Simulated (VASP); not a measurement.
Input:

```
Cu
1.0
    0.00000     1.78160     1.78160
    1.78160     0.00000     1.78160
    1.78160     1.78160     0.00000
Cu
1
Direct
  0.00000   0.00000   0.00000
```

All values below come from PBEsol GGA, VASP's PBE PAW potentials (set 64) (plane waves; VASP). Run with 480 eV cut-off, 16×16×16 Γ-centred mesh, first-order Methfessel-Paxton smearing of 0.10 eV, potentials Cu.

Stress in GPa, positive for a compressed cell; the cube axes lie along x, y and z, and the ions stay on their sites.

```
strain                                      σxx    σyy    σzz
----------------------------------------  -----  -----  -----
none                                       0.53   0.53   0.53
εxx = +1.5 %, εyy = +1.5 %, εzz = +1.5 %  -6.24  -6.24  -6.24
εxx = -1.5 %                               3.76   2.95   2.95
εxx = +1.5 %, εzz = +1.5 %                -4.26  -3.81  -4.26
εyy = -0.5 %, εzz = -0.5 %                 1.98   2.42   2.42
```

**Question.** Fit C11 and C12 to these rows, and predict the stress for εxx = -4.0 %, εyy = -4.0 %.

**Answer.** Least squares on Δσ_i = −C11 ε_i − C12 (ε_j + ε_k) over all components shown gives C11 = 184 GPa and C12 = 140 GPa, and so σxx, σyy, σzz = 13.47, 13.47, 11.69 GPa. The run gave 18.79, 18.79, 14.93 GPa; the difference holds the non-linear terms and numerical noise.

Left out are shears, moved atoms, failed runs and, from the fit, strains over 2.5 %.

The compound is Cu in the fcc structure.
